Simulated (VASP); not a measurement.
# Si2MoN4 in VASP: settings compared, part 3 of 3

VASP 6.6.1. The steps go on from the part before.

### 6 Work function, PBE0

Input file POSCAR:

```
Si2MoN4                                 
1.0
    2.8933316094      0.0000000000      0.0000000000
   -1.4466658047      2.5056986802      0.0000000000
    0.0000000000      0.0000000000     23.0000000000
  N               Si              Mo            
     4     2     1
Direct
     0.3333330000000032    0.6666669999999968    0.3480561477286807
     0.6666669999999968    0.3333330000000032    0.4458856362021741
     0.6666669999999968    0.3333330000000032    0.5541143637978259
     0.3333330000000032    0.6666669999999968    0.6519438522713195
     0.6666669999999968    0.3333330000000032    0.3702328604283727
     0.6666669999999968    0.3333330000000032    0.6297671395716272
     0.0000000000000000    0.0000000000000000    0.5000000000000000
```

Input file INCAR.step1:

```
SYSTEM = Si2MoN4
  PREC = Accurate
  ENCUT = 520
  EDIFF = 1E-5
  ISMEAR = 0
  SIGMA = 0.03
  LREAL = .FALSE.
  LASPH = .TRUE.
  NELM = 80
  ALGO = Normal
  ISIF = 2
  LWAVE = .TRUE.
  LDIPOL = .TRUE.
  IDIPOL = 3
  DIPOL = 0.5 0.5 0.500
  GGA = PE
  KPAR = 4
```

Input file INCAR.step2:

```
SYSTEM = Si2MoN4
  PREC = Accurate
  ENCUT = 520
  EDIFF = 1E-6
  ISMEAR = 0
  SIGMA = 0.03
  LREAL = .FALSE.
  LASPH = .TRUE.
  NELM = 80
  ALGO = Normal
  ISIF = 2
  LWAVE = .FALSE.
  LCHARG = .TRUE.
  LDIPOL = .TRUE.
  IDIPOL = 3
  DIPOL = 0.5 0.5 0.500
  GGA = PE
  LHFCALC = .TRUE.
  AEXX = 0.25
  PRECFOCK = Fast
  LVHAR = .TRUE.
  LVACPOTAV = .TRUE.
  ISTART = 1
  KPAR = 4
```

Input file KPOINTS:

```
regular mesh
0
G
  12 12 1
  0 0 0
```

Potentials or basis: VASP PAW PBE potentials, release 64 (N, Si, Mo_sv).

The run is started by

```bash
$ cat potpaw_PBE.64/N/POTCAR potpaw_PBE.64/Si/POTCAR potpaw_PBE.64/Mo_sv/POTCAR > POTCAR
$ cp INCAR.step1 INCAR
$ mpirun -np 4 vasp_std > vasp.out
$ cp INCAR.step2 INCAR
$ mpirun -np 4 vasp_std > vasp.out
```

OUTCAR:

```text
SYSTEM = Si2MoN4
   PREC = Accurate
   ENCUT = 520
   EDIFF = 1E-6
   ISMEAR = 0
   LREAL = .FALSE.
   LASPH = .TRUE.
   NELM = 80
   ISIF = 2
   GGA = PE
   LHFCALC = .TRUE.
   AEXX = 0.25
   PRECFOCK = Fast
   ISTART = 1

 ion  position               nearest neighbor table
   1  0.333  0.667  0.348-   5 1.75   5 1.75   5 1.75
   2  0.667  0.333  0.446-   5 1.74   7 2.08   7 2.08   7 2.08
   3  0.667  0.333  0.554-   6 1.74   7 2.08   7 2.08   7 2.08
   4  0.333  0.667  0.652-   6 1.75   6 1.75   6 1.75
   5  0.667  0.333  0.370-   2 1.74   1 1.75   1 1.75   1 1.75
   6  0.667  0.333  0.630-   3 1.74   4 1.75   4 1.75   4 1.75
   7  0.000  0.000  0.500-   3 2.08   2 2.08   3 2.08   2 2.08   3 2.08   2 2.08

  LATTYP: Found a hexagonal cell.
 ALAT       =     2.8933316094
 C/A-ratio  =     7.9493134922

  Lattice vectors:

 A1 = (   2.8933316094,   0.0000000000,   0.0000000000)
 A2 = (  -1.4466658047,   2.5056986802,   0.0000000000)
 A3 = (   0.0000000000,   0.0000000000,  23.0000000000)

Analysis of symmetry for initial positions (statically):
=====================================================================
 Subroutine PRICEL returns:
 Original cell was already a primitive cell.

 Routine SETGRP: Setting up the symmetry group for a
 hexagonal supercell.

 Subroutine GETGRP returns: Found 12 space group operations
 (whereof 12 operations were pure point group operations)
 out of a pool of 24 trial point group operations.

The static configuration has the point symmetry D_3h.

Analysis of symmetry for dynamics (positions and initial velocities):
=====================================================================
 Subroutine PRICEL returns:
 Original cell was already a primitive cell.

 Routine SETGRP: Setting up the symmetry group for a
 hexagonal supercell.

 Subroutine GETGRP returns: Found 12 space group operations
 (whereof 12 operations were pure point group operations)
 out of a pool of 24 trial point group operations.

[... 140 lines left out ...]
   IVDW    =     0    specifies the selected vdW correction
   LEPSILON=     F    determine dielectric tensor
   LRPA    =     F    only Hartree local field effects (RPA)
 non-spin polarized calculation
 Gauss-broadening in eV      SIGMA  =   0.03
  energy-cutoff  :      520.00
  volume of cell :      166.75
 maximum number of plane-waves:      4573
 NGX is ok and might be reduce to    24
  NGX = 14; NGY = 14; NGZ =112

 dipolmoment           0.000000      0.000000     -0.000000 electrons x Angstroem

 number of electron      41.9999993 magnetization

 dipolmoment           0.000000      0.000000      0.000001 electrons x Angstroem

 Free energy of the ion-electron system (eV)
  ---------------------------------------------------
  ext. energy  EPLUGINS =         0.00000000
  ---------------------------------------------------
  free energy    TOTEN  =       -78.35535790 eV

  energy without entropy =      -78.35535790  energy(sigma->0) =      -78.35535790

 E-fermi :  -0.1112     XC(G=0):  -4.2043

 val. band max:       -0.2670652265   @ k =   0.0000   0.0000   0.0000
 cond. band min:       2.7689605929   @ k =   0.3333   0.3333   0.0000
 fundamental gap:      3.0360258193
 Fermi energy:        -0.1112075249

 k-point     1 :       0.0000    0.0000    0.0000
  band No.  band energies     occupation
      1     -65.6424      2.00000
      2     -38.3354      2.00000
      3     -37.8478      2.00000
      4     -37.8478      2.00000
      5     -21.0597      2.00000
      6     -20.9392      2.00000
[... 521 lines left out ...]
     24       6.6551      0.00000
     25       6.8278      0.00000

------------------------ aborting loop because EDIFF is reached ----------------------------------------

  FORCE on cell =-STRESS in cart. coord.  units (eV):
  Direction    XX          YY          ZZ          XY          YZ          ZX
  --------------------------------------------------------------------------------------
  -------------------------------------------------------------------------------------
  Total       -1.8830540     -1.8830540     -2.2000062     -0.0000000     -0.0000000      0.0000000
  in kB      -18.0933279    -18.0933280    -21.1387640     -0.0000000     -0.0000000      0.0000000
  external PRESSURE =     -19.1084733 kB  Pullay stress =       0.0000000 kB

 VOLUME and BASIS-vectors are now :
 -----------------------------------------------------------------------------
  energy-cutoff  :      520.00
  volume of cell :      166.75
      direct lattice vectors                 reciprocal lattice vectors
     2.893331609  0.000000000  0.000000000     0.345622326  0.199545142  0.000000000
    -1.446665805  2.505698680  0.000000000     0.000000000  0.399090285  0.000000000
     0.000000000  0.000000000 23.000000000     0.000000000  0.000000000  0.043478261

 POSITION                                       TOTAL-FORCE (eV/Angst)
 -----------------------------------------------------------------------------------
     -0.00000      1.67047      8.00529         0.000000     -0.000000      0.341694
      1.44667      0.83523     10.25537        -0.000000      0.000000      0.208240
      1.44667      0.83523     12.74463        -0.000000      0.000000     -0.208240
     -0.00000      1.67047     14.99471         0.000000     -0.000000     -0.341694
      1.44667      0.83523      8.51536        -0.000000      0.000000     -0.136380
      1.44667      0.83523     14.48464        -0.000000      0.000000      0.136380
      0.00000      0.00000     11.50000        -0.000000      0.000000      0.000000
 -----------------------------------------------------------------------------------
    total drift:                                0.000230     -0.000133      0.000068

  FREE ENERGIE OF THE ION-ELECTRON SYSTEM (eV)
  ---------------------------------------------------
  free  energy   TOTEN  =       -78.3553578962 eV

  energy  without entropy=      -78.3553578962  energy(sigma->0) =      -78.35535790

 vacuum level on the upper side and lower side of the slab         6.065         6.065
```

OUTCAR.step1:

```text
SYSTEM = Si2MoN4
   PREC = Accurate
   ENCUT = 520
   EDIFF = 1E-5
   ISMEAR = 0
   LREAL = .FALSE.
   LASPH = .TRUE.
   NELM = 80
[... 773 lines left out ...]
      1.44667      0.83523     14.48464         0.000000     -0.000000      0.123900
      0.00000      0.00000     11.50000         0.000000     -0.000000      0.000000
 -----------------------------------------------------------------------------------
    total drift:                                0.000212     -0.000122      0.000000

  FREE ENERGIE OF THE ION-ELECTRON SYSTEM (eV)
  ---------------------------------------------------
  free  energy   TOTEN  =       -61.7213008080 eV

  energy  without entropy=      -61.7213008080  energy(sigma->0) =      -61.72130081

 vacuum level on the upper side and lower side of the slab         5.777         5.777
```

OSZICAR.step1:

```text
N       E                     dE             d eps       ncg     rms          rms(c)
DAV:   1     0.354410119949E+03    0.35441E+03   -0.22704E+04  1110   0.146E+03
DAV:   2    -0.412158085776E+02   -0.39563E+03   -0.39158E+03  1249   0.362E+02
DAV:   3    -0.707702124499E+02   -0.29554E+02   -0.29439E+02  1087   0.104E+02
[... 13 lines left out ...]
DAV:  17    -0.617212078098E+02   -0.64816E-04   -0.16437E-05   767   0.291E-02    0.385E-03
DAV:  18    -0.617212401544E+02   -0.32345E-04   -0.88567E-06   810   0.132E-02    0.247E-03
DAV:  19    -0.617212673736E+02   -0.27219E-04   -0.17794E-06   628   0.698E-03    0.167E-03
DAV:  20    -0.617212912137E+02   -0.23840E-04   -0.20709E-06   643   0.536E-03    0.107E-03
DAV:  21    -0.617213008080E+02   -0.95943E-05   -0.45100E-07   592   0.287E-03
   1 F= -.61721301E+02 E0= -.61721301E+02  d E =-.839736E-17
```

Wall time 2.3 h (4 MPI ranks of AMD EPYC 7R43 (Zen 3), shared host); peak memory 0.39 GiB.

What came out:

```yaml
Free_energy: -78.3554 eV
Largest_force: 0.342 eV/Å
Band_gap_on_the_k_mesh: 3.04 eV, indirect (least direct gap 3.24 eV)
Ionisation_potential_of_the_upper_face: 6.33 eV
```

Forces in eV/Å, atoms in the order of the input:
```
N    0.000  0.000  0.342
N    0.000  0.000  0.208
N    0.000  0.000 -0.208
N    0.000  0.000 -0.342
Si   0.000  0.000 -0.136
Si   0.000  0.000  0.136
Mo   0.000  0.000  0.000
```

Caveat: the PAW data sets were made with another functional, which shifts forces and pressure a little.

### 7 The runs side by side

| level | spin | k mesh | grid for exact exchange (PRECFOCK) | screening parameter | exchange at q = 0 | gap on the mesh (eV) | largest force (eV/Å) |
| --- | --- | --- | --- | --- | --- | --- | --- |
| PBE | off | 18 × 18 × 1 | - | - | - | 1.80 | 0.12 |
| PBE | non-collinear, zero start, SOC | 18 × 18 × 1 | - | - | - | - | 0.12 |
| HSE06 | off | 12 × 12 × 1 | Fast | 0.2 1/A | - | 2.38 | 0.33 |
| r2SCAN | off | 18 × 18 × 1 | - | - | - | 1.89 | 0.27 |
| PBE0 | off | 12 × 12 × 1 | Fast | - | default | 3.04 | 0.34 |

Alike in all rows: task work function; potentials or basis VASP PAW PBE potentials, release 64 (N, Si, Mo_sv); cell as given; cutoff (eV) 520; smearing gaussian 0.03 eV.

On the cell as given the gap runs from 1.80 eV (PBE) to 3.04 eV (PBE0); the meshes differ, which moves gaps too.

Caveats: the PAW data sets were made with another functional, which shifts forces and pressure a little (some runs).

Absolute energies hang on the potentials; compare differences alone.
